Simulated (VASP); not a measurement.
Computed with PBE GGA, VASP's PBE PAW potentials (set 64) (plane waves; VASP 6.6.1).

The input files of a VASP run:

**KPOINTS**
```
Automatic mesh
0
Gamma
7 7 4
0 0 0
```

**POSCAR**
```
Ga2O3
1
    6.3472100000    -1.5751490000     0.0000000000
    6.3472100000     1.5751490000     0.0000000000
   -1.4307830000     0.0000000000     5.8408120000
Ga O
4 6
Direct
  0.3411600000   0.3411600000   0.6852700000
  0.6588400000   0.6588400000   0.3147300000
  0.9095300000   0.9095300000   0.2052100000
  0.0904700000   0.0904700000   0.7947900000
  0.5035300000   0.5035300000   0.7433400000
  0.4964700000   0.4964700000   0.2566600000
  0.8266300000   0.8266300000   0.4367700000
  0.1733700000   0.1733700000   0.5632300000
  0.1645000000   0.1645000000   0.1091500000
  0.8355000000   0.8355000000   0.8908500000
```

**INCAR**
```
# general
SYSTEM   =  Ga2O3
PREC     =  Accurate
ENCUT    =  400
LREAL    =  .False.
LASPH    =  .True.

# electronic loop
EDIFF    =  1E-6
NELM     =  100
ALGO     =  Normal
LMAXMIX  =  4

# smearing
ISMEAR   =  0
SIGMA    =  0.01

# functional
GGA      =  PE

# ions
ISIF     =  2

# output
LWAVE    =  .False.
LCHARG   =  .False.
```

POTCAR, in this order: Ga_d O (PBE.64 set). Program: vasp_std.

The run wrote:

File OSZICAR:
```
       N       E                     dE             d eps       ncg     rms          rms(c)
DAV:   1     0.108427004973E+04    0.10843E+04   -0.35117E+04  7004   0.257E+03
DAV:   2     0.149303988823E+03   -0.93497E+03   -0.89887E+03  6992   0.701E+02
DAV:   3    -0.520071083294E+02   -0.20131E+03   -0.19551E+03  7212   0.231E+02
DAV:   4    -0.680602629175E+02   -0.16053E+02   -0.15921E+02  8356   0.710E+01
DAV:   5    -0.684302817836E+02   -0.37002E+00   -0.36886E+00  7456   0.109E+01    0.170E+01
DAV:   6    -0.595654784607E+02    0.88648E+01   -0.36751E+01 11656   0.583E+01    0.544E+00
DAV:   7    -0.596281707090E+02   -0.62692E-01   -0.26521E+00  6716   0.969E+00    0.353E+00
DAV:   8    -0.595876557075E+02    0.40515E-01   -0.57937E-01  8476   0.605E+00    0.117E+00
DAV:   9    -0.595602860114E+02    0.27370E-01   -0.12154E-01  9144   0.452E+00    0.284E-01
DAV:  10    -0.595613808362E+02   -0.10948E-02   -0.21264E-02  8576   0.124E+00    0.151E-01
DAV:  11    -0.595619645610E+02   -0.58372E-03   -0.28161E-03  7236   0.795E-01    0.100E-01
DAV:  12    -0.595619970027E+02   -0.32442E-04   -0.11572E-03  8864   0.529E-01    0.234E-02
DAV:  13    -0.595620139958E+02   -0.16993E-04   -0.23687E-04  9572   0.110E-01    0.752E-03
DAV:  14    -0.595620185785E+02   -0.45826E-05   -0.36712E-05  7144   0.720E-02    0.111E-02
DAV:  15    -0.595620171165E+02    0.14620E-05   -0.86955E-06  8336   0.385E-02    0.313E-03
DAV:  16    -0.595620172394E+02   -0.12290E-06   -0.35931E-06  5412   0.181E-02
   1 F= -.59562017E+02 E0= -.59562017E+02  d E =-.356498E-16
```

File OUTCAR:
```
------------------------ aborting loop because EDIFF is reached ----------------------------------------
  FORCE on cell =-STRESS in cart. coord.  units (eV):
  Direction    XX          YY          ZZ          XY          YZ          ZX
  --------------------------------------------------------------------------------------
  Total      -10.3658613    -11.5156043    -11.0099134      0.0000000      0.0000000     -0.1246723
  in kB     -142.2028308   -157.9754436   -151.0381826      0.0000000      0.0000000     -1.7103020
  external PRESSURE =    -150.4054857 kB  Pullay stress =       0.0000000 kB
  volume of cell :      116.79
      direct lattice vectors                 reciprocal lattice vectors
     6.347210000 -1.575149000  0.000000000     0.078774769 -0.317430288  0.019296906
     6.347210000  1.575149000  0.000000000     0.078774769  0.317430288  0.019296906
    -1.430783000  0.000000000  5.840812000     0.000000000  0.000000000  0.171209072
 POSITION                                       TOTAL-FORCE (eV/Angst)
 -----------------------------------------------------------------------------------
      3.35036      0.00000      4.00253         0.031980      0.000000      0.205284
      7.91328      0.00000      1.83828        -0.031980      0.000000     -0.205284
     11.25234      0.00000      1.19859         0.251896      0.000000     -0.075060
      0.01129      0.00000      4.64222        -0.251896      0.000000      0.075060
      5.32846      0.00000      4.34171         0.352738      0.000000      0.118834
      5.93517      0.00000      1.49910        -0.352738      0.000000     -0.118834
      9.86867      0.00000      2.55109        -0.048763      0.000000     -0.104806
      1.39497      0.00000      3.28972         0.048763      0.000000      0.104806
      1.93206      0.00000      0.63752        -0.287354      0.000000     -0.012826
      9.33157      0.00000      5.20329         0.287354      0.000000      0.012826
 -----------------------------------------------------------------------------------
    total drift:                               -0.000000     -0.000000      0.000000
  FREE ENERGIE OF THE ION-ELECTRON SYSTEM (eV)
  ---------------------------------------------------
  free  energy   TOTEN  =       -59.5620172394 eV

  energy  without entropy=      -59.5620172394  energy(sigma->0) =      -59.56201724
```
(Selected blocks of OUTCAR.)

At this cut-off the stress carries a Pulay error, which pulls relaxed volumes low.

The structure comes from a computed database's Ga2O3 entry; how it stands against other phases isn't given here. The cell was not relaxed at this level, and its volume differs by +9.3 % from the start's.
